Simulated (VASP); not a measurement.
A convergence study with VASP on HgTe (zinc blende): a few settings are varied, all else stays as given below, so the limit is that of these other settings. The cell's lengths are 1 % over those of the tabulated start and one atom is moved, so it is off equilibrium.

```
CELL_PARAMETERS angstrom
      0.00000     3.26230     3.26230
      3.26230     0.00000     3.26230
      3.26230     3.26230     0.00000
ATOMIC_POSITIONS crystal
  Hg 0.00000 0.00000 0.00000
  Te 0.24071 0.25929 0.25929
```

The numbers are results of PBEsol GGA, VASP's PBE PAW potentials (set 64) (plane waves; VASP), not measurements. The last row used: 900 eV cut-off, 6×6×6 Γ-centred mesh, Gaussian smearing of 0.050 eV, potentials Hg Te_GW.

Energies of different potentials or hybrids have different zeros.

```json
[
 {"setting": "ENCUT = 520, POTCAR Hg Te", "E (eV/atom)": "-2.1791", "pressure (GPa)": "-0.06", "largest force (eV/Å)": "0.203", "plane waves": "1893"},
 {"setting": "ENCUT = 700, POTCAR Hg Te", "E (eV/atom)": "-2.1791", "pressure (GPa)": "-0.03", "largest force (eV/Å)": "0.203", "plane waves": "2954"},
 {"setting": "ENCUT = 900, POTCAR Hg Te", "E (eV/atom)": "-2.1791", "pressure (GPa)": "-0.03", "largest force (eV/Å)": "0.203", "plane waves": "4279"},
 {"setting": "ENCUT = 300, POTCAR Hg Te_GW", "E (eV/atom)": "-2.1842", "pressure (GPa)": "-0.35", "largest force (eV/Å)": "0.201", "plane waves": "869"},
 {"setting": "ENCUT = 400, POTCAR Hg Te_GW", "E (eV/atom)": "-2.1832", "pressure (GPa)": "-0.12", "largest force (eV/Å)": "0.202", "plane waves": "1283"},
 {"setting": "ENCUT = 520, POTCAR Hg Te_GW", "E (eV/atom)": "-2.1832", "pressure (GPa)": "-0.12", "largest force (eV/Å)": "0.202", "plane waves": "1893"},
 {"setting": "ENCUT = 700, POTCAR Hg Te_GW", "E (eV/atom)": "-2.1832", "pressure (GPa)": "-0.09", "largest force (eV/Å)": "0.202", "plane waves": "2954"},
 {"setting": "ENCUT = 900, POTCAR Hg Te_GW", "E (eV/atom)": "-2.1834", "pressure (GPa)": "-0.08", "largest force (eV/Å)": "0.201", "plane waves": "4279"}
]
```

Left out are rungs that failed or repeat a setting and relaxations that didn't move; long series are thinned to 24 rows.

The compound is HgTe in the zinc blende structure. The cell was not relaxed at this level, it is distorted from the ideal structure.
